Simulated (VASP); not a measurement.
Runs of VASP 6.6.1 on Ni. The structure is cubic, space group Fm-3m (No. 225). The conventional cell has a = 3.496 Å, b = 3.496 Å, c = 3.496 Å, α = 90.00°, β = 90.00°, γ = 90.00°. Ni (site symmetry m-3m) is surrounded by 12 Ni at 2.47 Å. 

```csv
task,cell,gap on the mesh (eV),pressure (GPa),moment (μB)
single point,a relaxed cell with its volume scaled by 0.94,none,13.6,0.64
single point,a relaxed cell with its volume scaled by 0.91,none,22.5,(c)
single point,a relaxed cell with its volume scaled by 0.97,none,(b),0.65
relaxation of cell and atoms,relaxed,none,0.0,0.67
single point,as given,none,0.0,0.67
single point,a relaxed cell with its volume scaled by 1.03,none,-5.0,0.69
single point,a relaxed cell with its volume scaled by 1.06,none,-9.2,0.72
single point,a relaxed cell with its volume scaled by 1.09,none,(a),0.73
```

Alike in all rows: level PBE+U; potentials or basis VASP PAW PBE potentials, release 64 (Ni); spin collinear, ferromagnetic start; Ni d U = 2.0 eV; k mesh 20 × 20 × 20; cutoff (eV) 520; smearing gaussian 0.1 eV.

Question: Estimate the missing entries.

Answer: (a) -12.8; (b) 6.2; (c) 0.63.

Caveats: the U is typed as a test and isn't derived for this compound; the relaxation stopped at its first step, so nothing moved (some runs).

A gap of «none» marks a metal or a gap under the smearing width.
